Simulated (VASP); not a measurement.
All values below come from LDA (Ceperley-Alder, Perdew-Zunger), VASP's LDA PAW potentials (set 64) (plane waves; VASP). Each cell was relaxed at this level, without spin-orbit coupling.

Task: Which of these comes out without a gap?
A. MgO, Fm-3m (225)
B. CdTe, F-43m (216)
C. InP, F-43m (216)
D. MoSi2, I4/mmm (139)

Result: D, MoSi2, I4/mmm (139). The others have gaps of 5.14 eV (MgO, Fm-3m (225)), 0.60 eV (InP, F-43m (216)), 0.66 eV (CdTe, F-43m (216)).
